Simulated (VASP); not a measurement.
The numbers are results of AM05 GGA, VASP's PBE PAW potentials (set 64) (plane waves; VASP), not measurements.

VASP ran on this input.

**KPOINTS**
```
Automatic mesh
0
G
 8 8 8
```

POSCAR:
```
PbSe
1
    0.0000000000     3.0600000000     3.0600000000
    3.0600000000     0.0000000000     3.0600000000
    3.0600000000     3.0600000000     0.0000000000
Pb Se
1 1
Direct
  0.0000000000   0.0000000000   0.0000000000
  0.5000000000   0.5000000000   0.5000000000
```

### INCAR
```
ALGO = Normal
EDIFF = 1E-7
ENCUT = 520
GGA = AM
ISIF = 2
ISMEAR = -5
LASPH = .True.
LCHARG = .True.
LMAXMIX = 4
LORBIT = 11
LREAL = .False.
LWAVE = .False.
NEDOS = 601
NELM = 100
PREC = Accurate
SYSTEM = PbSe
```

POTCAR, in this order: Pb_d Se (PBE.64 set). Program: vasp_std.

The run wrote:

**OSZICAR**
```
       N       E                     dE             d eps       ncg     rms          rms(c)
DAV:   1     0.156498732657E+03    0.15650E+03   -0.97675E+03   826   0.146E+03
DAV:   2     0.357580974285E+01   -0.15292E+03   -0.15005E+03   866   0.358E+02
DAV:   3    -0.831836694302E+01   -0.11894E+02   -0.11845E+02  1070   0.105E+02
DAV:   4    -0.860187757766E+01   -0.28351E+00   -0.28336E+00   866   0.190E+01
DAV:   5    -0.861268400795E+01   -0.10806E-01   -0.10806E-01  1172   0.362E+00    0.268E+00
DAV:   6    -0.835025368376E+01    0.26243E+00   -0.69538E-01  1212   0.662E+00    0.151E+00
DAV:   7    -0.834541897487E+01    0.48347E-02   -0.11422E-01   920   0.190E+00    0.811E-01
DAV:   8    -0.834836036593E+01   -0.29414E-02   -0.12791E-02   884   0.149E+00    0.137E-01
DAV:   9    -0.834804379855E+01    0.31657E-03   -0.24155E-03  1252   0.582E-01    0.477E-02
DAV:  10    -0.834813263914E+01   -0.88841E-04   -0.22703E-04   866   0.106E-01    0.190E-02
DAV:  11    -0.834814520541E+01   -0.12566E-04   -0.86899E-05   918   0.103E-01    0.617E-03
DAV:  12    -0.834814597776E+01   -0.77235E-06   -0.51230E-06  1016   0.185E-02    0.301E-03
DAV:  13    -0.834814624286E+01   -0.26511E-06   -0.88575E-07   884   0.769E-03    0.133E-03
DAV:  14    -0.834814631355E+01   -0.70687E-07   -0.80311E-08   778   0.300E-03
   1 F= -.83481463E+01 E0= -.83481463E+01  d E =0.000000E+00
```

### OUTCAR
```
------------------------ aborting loop because EDIFF is reached ----------------------------------------
  FORCE on cell =-STRESS in cart. coord.  units (eV):
  Direction    XX          YY          ZZ          XY          YZ          ZX
  --------------------------------------------------------------------------------------
  Total        0.0263585      0.0263585      0.0263585      0.0000000     -0.0000000     -0.0000000
  in kB        0.7369478      0.7369478      0.7369478      0.0000000     -0.0000000     -0.0000000
  external PRESSURE =       0.7369478 kB  Pullay stress =       0.0000000 kB
  volume of cell :       57.31
      direct lattice vectors                 reciprocal lattice vectors
     0.000000000  3.060000000  3.060000000    -0.163398693  0.163398693  0.163398693
     3.060000000  0.000000000  3.060000000     0.163398693 -0.163398693  0.163398693
     3.060000000  3.060000000  0.000000000     0.163398693  0.163398693 -0.163398693
  FREE ENERGIE OF THE ION-ELECTRON SYSTEM (eV)
  ---------------------------------------------------
  free  energy   TOTEN  =        -8.3481463136 eV

  energy  without entropy=       -8.3481463136  energy(sigma->0) =       -8.34814631

 total charge

# of ion       s       p       d       tot
------------------------------------------
    1        1.468   0.540   9.840  11.848
    2        1.467   2.325   0.017   3.809
--------------------------------------------------
tot          2.934   2.864   9.858  15.656
```
(Selected blocks of OUTCAR.)

The compound is PbSe in the rock salt structure. The cell was not relaxed at this level.
